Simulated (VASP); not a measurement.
Here is the system:

```xyz
2
Lattice="1.5868 -2.7485 0.0000 1.5868 2.7485 0.0000 0.0000 0.0000 5.0202" Properties=species:S:1:pos:R:3 pbc="T T T"
Hf     1.5868     0.9162     1.2550
Hf     1.5868    -0.9162     3.7651
```

Level of theory: rev-vdW-DF2, VASP's PBE PAW potentials (set 64) (plane waves; VASP). Numerical set-up: 520 eV cut-off, 13×13×7 Γ-centred mesh, first-order Methfessel-Paxton smearing of 0.10 eV, potentials Hf_pv.

Unless said otherwise, spin-orbit coupling is left out, though it shifts the bands of the heavy elements here.

Estimate the energy per atom (σ→0), band gap (on the k-mesh) with the smallest direct gap where there is one.

| Property | Value |
|---|---|
| band gap (on the k-mesh) | none (metal, semimetal or under 0.01 eV) |
| energy per atom (σ→0) | -7.810 eV/atom |

Only differences to runs with the same potentials and settings are physical.

The compound is Hf in the hcp structure. It was relaxed first.
